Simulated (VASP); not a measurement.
Consider the following.

```
CELL_PARAMETERS angstrom
      1.80271    -3.12239     0.00000
      1.80271     3.12239     0.00000
      0.00000     0.00000     5.65315
ATOMIC_POSITIONS crystal
  Gd 0.33333 0.66667 0.25000
  Gd 0.66667 0.33333 0.75000
```

The numbers are results of PBE GGA with D4 dispersion, VASP's PBE PAW potentials (set 64) (plane waves; VASP), not measurements. Numerical set-up: 520 eV cut-off, Gaussian smearing of 0.050 eV, potentials Gd_3.

The 4f electrons are frozen in the core of the lanthanide potential, so 4f levels, which can set the real gap, and their magnetism are missing.

### Question
Predict the band gap (along the path) with the smallest direct gap where there is one.

### Answer

```
Property                                                     Result
-------------------------  ----------------------------------------
band gap (along the path)  none (metal, semimetal or under 0.01 eV)
```

The absolute energy has meaning only against runs of the same code, potentials and settings.

The compound is Gd in the hcp structure. It was relaxed first.
